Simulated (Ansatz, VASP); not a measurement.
# In26Si8O55 (amorphous 62In2O3-38SiO2 (mol %)) in two plane-wave programs, part 2 of 3

One calculation is typed for both programs; each brings its own data sets. How far apart do they land? The cell is taken from a series of runs on this material, whose earlier steps may have relaxed, scaled, displaced or heated it; both programs get it as it stands.

VASP 6.6.1 and Ansatz 0.2.0.

So far: Starting point; Ansatz: single point, PBEsol, pair 1.

## Step 3: VASP: single point, PBEsol, pair 1

Level of this step: PBEsol; plane waves and PAW (In_d, Si, O) (VASP).

The same cell, functional, mesh and smearing now go to VASP, with its own data sets.

Lines of VASP's logs that name or quote its potential files are left out, and so is its time.

The input, INCAR:

```
SYSTEM = In26Si8O55
PREC = Accurate
ENCUT = 520
EDIFF = 1E-06
NELM = 120
ISMEAR = 0
SIGMA = 0.05
LREAL = Auto
ALGO = Normal
GGA = PS
NBANDS = 416
LORBIT = 11
LWAVE = .FALSE.
LCHARG = .FALSE.
ISIF = 2
LASPH = .TRUE.
GGA_COMPAT = .FALSE.
EFERMI = MIDGAP
NCORE = 2
```

The input, POSCAR:

```
In26Si8O55
1.0
   10.7789600000      0.0000000000      0.0000000000
    0.0000000000     10.7789600000      0.0000000000
    0.0000000000      0.0000000000     10.7789600000
In Si O
26 8 55
Direct
    0.5342200000      0.4316000000      0.2555000000
    0.3302800000      0.6943100000      0.5469300000
    0.4226800000      0.6807300000      0.9271900000
    0.8741300000      0.1330300000      0.6382200000
    0.5919100000      0.1841300000      0.7709400000
    0.1377200000      0.6664900000      0.0659900000
    0.7918400000      0.6089900000      0.4145100000
    0.2540000000      0.3634100000      0.0433400000
    0.6641300000      0.7927300000      0.2373300000
    0.3356000000      0.9066800000      0.7240000000
    0.0995800000      0.6055700000      0.3710600000
    0.4596200000      0.0509600000      0.2952200000
    0.2208300000      0.5179000000      0.7711100000
    0.0644600000      0.3847300000      0.5509000000
    0.6756200000      0.2416000000      0.0507400000
    0.9352300000      0.3192900000      0.8611700000
    0.6602600000      0.8948600000      0.9004800000
    0.6263700000      0.9054500000      0.5627400000
    0.7586800000      0.3790900000      0.5466000000
    0.7456100000      0.5714300000      0.0337900000
    0.1571000000      0.0649700000      0.4814100000
    0.0296300000      0.9543700000      0.8811800000
    0.9762700000      0.3708700000      0.1876900000
    0.3921900000      0.0435800000      0.9659500000
    0.7523100000      0.1187100000      0.3096800000
    0.2606800000      0.2144700000      0.7737000000
    0.6814800000      0.6372900000      0.7396100000
    0.9201800000      0.9013500000      0.1193900000
    0.0156200000      0.8480000000      0.5637100000
    0.9593500000      0.6804700000      0.8043500000
    0.3818000000      0.7372000000      0.2401800000
    0.4600900000      0.4148000000      0.5918300000
    0.3021000000      0.3004800000      0.3589900000
    0.1394700000      0.0876800000      0.1617300000
    0.7371700000      0.2791200000      0.8686900000
    0.8377000000      0.2304400000      0.1705000000
    0.8055700000      0.9427200000      0.2113200000
    0.6329000000      0.7519700000      0.0406100000
    0.0379100000      0.0059600000      0.0751100000
    0.6718700000      0.4490400000      0.3890600000
    0.0074600000      0.7854000000      0.1589400000
    0.3185800000      0.1478700000      0.3866900000
    0.6116600000      0.0321200000      0.4151100000
    0.4720200000      0.5633900000      0.5770200000
    0.5793200000      0.1830200000      0.2138800000
    0.9616500000      0.7990300000      0.7007100000
    0.1209000000      0.2381100000      0.1285000000
    0.9107400000      0.3319200000      0.6632300000
    0.8516100000      0.8982800000      0.9743400000
    0.1883300000      0.5488600000      0.5452700000
    0.9696500000      0.9904000000      0.5440300000
    0.3510100000      0.3516900000      0.2212000000
    0.7470200000      0.5678100000      0.6218600000
    0.9585400000      0.1196300000      0.8147700000
    0.4066400000      0.3655100000      0.4524500000
    0.2750200000      0.5432700000      0.9615400000
    0.1720300000      0.8846300000      0.5815600000
    0.6969300000      0.7761900000      0.4311600000
    0.2891000000      0.0493700000      0.1363100000
    0.9443200000      0.4831100000      0.4226800000
    0.9924900000      0.7442500000      0.4609900000
    0.8205400000      0.2108200000      0.4650800000
    0.3634000000      0.2354900000      0.9449400000
    0.9089600000      0.4486400000      0.0158300000
    0.7833600000      0.6361700000      0.2174400000
    0.5723100000      0.5876300000      0.8305900000
    0.5836700000      0.3324300000      0.6340300000
    0.4171200000      0.0973900000      0.7269800000
    0.7038800000      0.0470400000      0.6860400000
    0.6640500000      0.7881300000      0.7251900000
    0.4525100000      0.8729200000      0.8856200000
    0.3023700000      0.7020800000      0.7503500000
    0.4366900000      0.8564400000      0.5658000000
    0.4751400000      0.6184700000      0.2479800000
    0.0525800000      0.7468900000      0.9094900000
    0.0318500000      0.5619500000      0.7539100000
    0.1597500000      0.3338100000      0.3850700000
    0.3481700000      0.3851400000      0.6971400000
    0.8158300000      0.6425400000      0.8478900000
    0.1375000000      0.3435300000      0.8650100000
    0.4731700000      0.8612000000      0.2523400000
    0.2744100000      0.7153100000      0.3510400000
    0.2171600000      0.0068100000      0.8512800000
    0.6234300000      0.4279200000      0.0844200000
    0.5937500000      0.0777400000      0.9542300000
    0.1499900000      0.2079800000      0.6110300000
    0.1094100000      0.5221400000      0.1923200000
    0.3142900000      0.7446800000      0.1031200000
    0.0958200000      0.0506400000      0.3003900000
```

The input, KPOINTS:

```
Automatic mesh
0
Gamma
1 1 1
0 0 0
```

The projector-augmented-wave data sets are In_d, Si and O (PBE family, release 64).

Command:

```
$ mpirun -np 8 vasp_gam
```

Numbers of over 12 decimals in the logs are rounded to 6 here.

Output:

```text
[banner, memory and clock lines left out]
running    8 mpi-ranks, on    1 nodes
[...]
|                                                                             |
|               ----> ADVICE to this user running VASP <----                  |
|                                                                             |
|     You enforced a specific xc type in the INCAR file but a different       |
|     [... a line on the potential file left out ...]
|     I HOPE YOU KNOW WHAT YOU ARE DOING!                                     |
|                                                                             |

 LDA part: xc-table for (Slater+PW92), standard interpolation
 POSCAR, INCAR and KPOINTS ok, starting setup
[...]
entering main loop
       N       E                     dE             d eps       ncg     rms          rms(c)
DAV:   1     0.162427862002E+05    0.16243E+05   -0.30286E+05   832   0.248E+03
DAV:   2     0.406434845729E+04   -0.12178E+05   -0.11690E+05   832   0.776E+02
DAV:   3     0.116199900376E+03   -0.39481E+04   -0.37062E+04   848   0.357E+02
DAV:   4    -0.617610661318E+03   -0.73381E+03   -0.71197E+03  1160   0.154E+02
[...]
DAV:  17    -0.567074173469E+03   -0.55589E-05   -0.27394E-05  1104   0.387E-02    0.111E-02
DAV:  18    -0.567074174091E+03   -0.62253E-06   -0.12294E-05  1032   0.113E-02    0.958E-03
DAV:  19    -0.567074174241E+03   -0.14972E-06   -0.26107E-06   680   0.711E-03
   1 F= -.56707417E+03 E0= -.56707417E+03  d E =-.566730E-14
```

OUTCAR, selected parts (step 3):

```text
  FREE ENERGIE OF THE ION-ELECTRON SYSTEM (eV)
  ---------------------------------------------------
  free  energy   TOTEN  =      -567.0741742408 eV

  energy  without entropy=     -567.0741742408  energy(sigma->0) =     -567.07417424
```

The run ends at a pressure of -6.28 GPa, with forces up to 1.8 eV/Å.

## Step 4: Side by side

Known differences besides the potentials themselves: the cutoff is 420 eV in Ansatz and 520 eV in VASP (PREC = Accurate, projectors in real space); Ansatz makes its cores anew for this functional, VASP keeps those of its PBE data sets. Total energies have different zeros and are not compared.

Both answers:

| quantity | Ansatz | VASP | difference |
| --- | --- | --- | --- |
| gap on the k mesh (eV) | 0.575 | 0.547 | +0.028 |

Forces on 10 of the 89 atoms, those with the largest forces and the largest differences (eV/Å; atoms numbered as in POSCAR):

| atom | Ansatz x, y, z | VASP x, y, z |
| --- | --- | --- |
| In19 | -1.038, -0.307, -0.299 | -1.030, -0.307, -0.285 |
| Si28 | 0.331, -0.372, -0.971 | 0.338, -0.320, -0.989 |
| Si29 | 1.423, -0.129, 1.152 | 1.414, -0.119, 1.184 |
| Si30 | 1.172, 0.546, -0.404 | 1.110, 0.602, -0.403 |
| Si31 | 0.016, -1.462, 0.365 | 0.011, -1.433, 0.377 |
| Si32 | -1.442, 0.570, -0.183 | -1.428, 0.512, -0.202 |
| Si34 | 0.878, -0.210, 0.898 | 0.864, -0.203, 0.840 |
| O41 | -0.341, -0.071, 0.052 | -0.276, -0.155, 0.089 |
| O76 | -0.104, -0.895, -0.083 | -0.066, -1.000, -0.133 |
| O77 | -0.696, 0.290, -0.261 | -0.808, 0.313, -0.265 |

The forces differ by 29 meV/Å r.m.s., which is 7.3 % of the r.m.s. force of 0.390 eV/Å (both taken over all components). A gap on the mesh is an upper bound, since the band edges may lie between its points.

## Step 5: Ansatz: single point, PBEsol, pair 2

A single point gives forces, pressure and levels at one fixed geometry, so differences don't come from the geometry; what else differs is listed under the comparison.

The cell is taken from a series of runs on this material, whose earlier steps may have relaxed, scaled, displaced or heated it; both programs get it as it stands.

The input, input.yaml:

```yaml
crystal:
  lattice:
    - [10.77896, 0.0, 0.0]
    - [0.0, 10.77896, 0.0]
    - [0.0, 0.0, 10.77896]
  atoms:
    - { symbol: In, position: [0.53454, 0.44901, 0.26931] }
    - { symbol: In, position: [0.37197, 0.67044, 0.53754] }
    - { symbol: In, position: [0.46094, 0.67837, 0.91998] }
    - { symbol: In, position: [0.88531, 0.11323, 0.63646] }
    - { symbol: In, position: [0.59213, 0.16461, 0.77263] }
    - { symbol: In, position: [0.13238, 0.66952, 0.06722] }
    - { symbol: In, position: [0.80386, 0.62156, 0.42242] }
    - { symbol: In, position: [0.25195, 0.36491, 0.04718] }
    - { symbol: In, position: [0.65545, 0.80295, 0.22804] }
    - { symbol: In, position: [0.33088, 0.88963, 0.73169] }
    - { symbol: In, position: [0.11983, 0.60387, 0.37088] }
    - { symbol: In, position: [0.45724, 0.06473, 0.28332] }
    - { symbol: In, position: [0.21779, 0.5236, 0.77097] }
    - { symbol: In, position: [0.05467, 0.38168, 0.5466] }
    - { symbol: In, position: [0.6775, 0.25483, 0.05389] }
    - { symbol: In, position: [0.92153, 0.32871, 0.8509] }
    - { symbol: In, position: [0.66306, 0.9019, 0.90802] }
    - { symbol: In, position: [0.61869, 0.90102, 0.55211] }
    - { symbol: In, position: [0.73827, 0.36332, 0.55221] }
    - { symbol: In, position: [0.73516, 0.57076, 0.04469] }
    - { symbol: In, position: [0.15332, 0.06396, 0.46626] }
    - { symbol: In, position: [0.01932, 0.96624, 0.87791] }
    - { symbol: In, position: [0.96009, 0.39146, 0.21073] }
    - { symbol: In, position: [0.37977, 0.05154, 0.96563] }
    - { symbol: In, position: [0.76458, 0.11207, 0.31535] }
    - { symbol: In, position: [0.23636, 0.21004, 0.76764] }
    - { symbol: Si, position: [0.7163, 0.6447, 0.7498] }
    - { symbol: Si, position: [0.92462, 0.90248, 0.1194] }
    - { symbol: Si, position: [0.02523, 0.84357, 0.55303] }
    - { symbol: Si, position: [0.98716, 0.68901, 0.79114] }
    - { symbol: Si, position: [0.38813, 0.73052, 0.2393] }
    - { symbol: Si, position: [0.44723, 0.39998, 0.595] }
    - { symbol: Si, position: [0.30659, 0.30211, 0.36015] }
    - { symbol: Si, position: [0.1278, 0.10292, 0.16643] }
    - { symbol: O, position: [0.72842, 0.26639, 0.87233] }
    - { symbol: O, position: [0.83714, 0.23946, 0.18533] }
    - { symbol: O, position: [0.80533, 0.9442, 0.21059] }
    - { symbol: O, position: [0.62765, 0.74223, 0.03494] }
    - { symbol: O, position: [0.03216, 0.01638, 0.07828] }
    - { symbol: O, position: [0.68385, 0.46076, 0.39768] }
    - { symbol: O, position: [0.00017, 0.78648, 0.17073] }
    - { symbol: O, position: [0.32182, 0.15028, 0.38879] }
    - { symbol: O, position: [0.60615, 0.03844, 0.40336] }
    - { symbol: O, position: [0.48595, 0.53912, 0.58609] }
    - { symbol: O, position: [0.59394, 0.19108, 0.21681] }
    - { symbol: O, position: [0.98788, 0.81223, 0.70152] }
    - { symbol: O, position: [0.11088, 0.25187, 0.13709] }
    - { symbol: O, position: [0.90418, 0.32846, 0.65665] }
    - { symbol: O, position: [0.86006, 0.89231, 0.97765] }
    - { symbol: O, position: [0.20694, 0.54346, 0.53666] }
    - { symbol: O, position: [0.95803, 0.97687, 0.52567] }
    - { symbol: O, position: [0.34931, 0.36335, 0.22632] }
    - { symbol: O, position: [0.76831, 0.56496, 0.63065] }
    - { symbol: O, position: [0.92516, 0.12067, 0.82061] }
    - { symbol: O, position: [0.42424, 0.35991, 0.44231] }
    - { symbol: O, position: [0.28984, 0.53629, 0.95889] }
    - { symbol: O, position: [0.17791, 0.86545, 0.54686] }
    - { symbol: O, position: [0.67366, 0.76504, 0.43281] }
    - { symbol: O, position: [0.27412, 0.05622, 0.13214] }
    - { symbol: O, position: [0.95208, 0.47524, 0.40511] }
    - { symbol: O, position: [0.99286, 0.72681, 0.45606] }
    - { symbol: O, position: [0.8198, 0.20017, 0.47911] }
    - { symbol: O, position: [0.34983, 0.2474, 0.93746] }
    - { symbol: O, position: [0.88758, 0.43711, 0.02591] }
    - { symbol: O, position: [0.77991, 0.6551, 0.21792] }
    - { symbol: O, position: [0.61931, 0.57128, 0.84988] }
    - { symbol: O, position: [0.56978, 0.32065, 0.6399] }
    - { symbol: O, position: [0.40309, 0.09664, 0.73827] }
    - { symbol: O, position: [0.69953, 0.03305, 0.6859] }
    - { symbol: O, position: [0.66868, 0.78611, 0.7341] }
    - { symbol: O, position: [0.44934, 0.87671, 0.89701] }
    - { symbol: O, position: [0.33249, 0.68769, 0.7509] }
    - { symbol: O, position: [0.43204, 0.85498, 0.5689] }
    - { symbol: O, position: [0.50485, 0.63905, 0.25031] }
    - { symbol: O, position: [0.06664, 0.74092, 0.90597] }
    - { symbol: O, position: [0.03481, 0.57004, 0.72637] }
    - { symbol: O, position: [0.16028, 0.32183, 0.39448] }
    - { symbol: O, position: [0.327, 0.37422, 0.67831] }
    - { symbol: O, position: [0.84572, 0.65874, 0.84378] }
    - { symbol: O, position: [0.12787, 0.35912, 0.84878] }
    - { symbol: O, position: [0.45611, 0.86985, 0.25096] }
    - { symbol: O, position: [0.29689, 0.70844, 0.36154] }
    - { symbol: O, position: [0.20156, 0.00258, 0.83623] }
    - { symbol: O, position: [0.60194, 0.43035, 0.09098] }
    - { symbol: O, position: [0.5878, 0.07656, 0.95358] }
    - { symbol: O, position: [0.10672, 0.1851, 0.61296] }
    - { symbol: O, position: [0.11527, 0.5202, 0.19478] }
    - { symbol: O, position: [0.31203, 0.72095, 0.10909] }
    - { symbol: O, position: [0.08687, 0.0516, 0.30069] }
kpoints:
  mp_grid: { grid: [1, 1, 1] }
hamiltonian:
  xc: pbesol
scf:
  occupations: { method: gaussian, width: 0.05 }
output:
  forces: true
  stress: true
  populations: true
  dos:
    method: { smearing: { sigma: 0.08 } }
    de: 0.1
    projected: { site_lists: { In: [In], O: [O], Si: [Si] } }
  eigenvalues: true
  write_density: true
  write_potential: true
  volumetric_format: npy
  elf: true
```

Command:

```
$ ansatz run input.yaml --threads 4 --pin off --max-ram 8192MiB --backend cpu --events-out ev --progress --plain --runs-dir out
```

Output:

```text
[...]
Crystal: 89 atoms, lattice volume = 1252.364 Å³
Basis set: ecut = 420 eV, 24405 PW (Γ), exchange–correlation on 150×150×150 points (8 copies of the dense FFT grid, shifted against one another)
Bands: 439, of which v1, the nominal top of the filled ones, is band 350 counted from 1 (349 counted from 0)
Symmetry: 1 space group operations
[...]
k-points: 1
[...]
--- Löwdin populations: 89 sites ---
  site symbol       q [e]
     0     In     11.7969
     1     In     11.7923
     2     In     11.8311
     3     In     11.8546
     4     In     11.8437
     5     In     11.8074
     6     In     11.8412
     7     In     11.8323
[...]
85      O      6.7005
    86      O      6.6949
    87      O      6.7431
    88      O      6.7619
  spilling = 0.005190 (of n_electrons = 700.000000)
[key lines of the parts left out:]
SCF converged after 12 iterations
Free energy (F): -179494.588718 eV
Fermi energy:    6.801459 eV
P = ⅓ Tr σ = -5.3032 GPa (-53.032 kbar)
```

(Continued in part 3 of 3.)

[Lines on the potential files, build, host, timing and source positions are cut from VASP's logs without a mark.]

[Logs are printed without paths, hosts, clocks, repeated set-up lines and the standing remarks that a program may print on its own settings, such as how far it seeks lower states.]

[Hosts, paths, dates, database ids (printed as entryN), source tags and the programs' standing remarks are cut or masked in the printed files.]
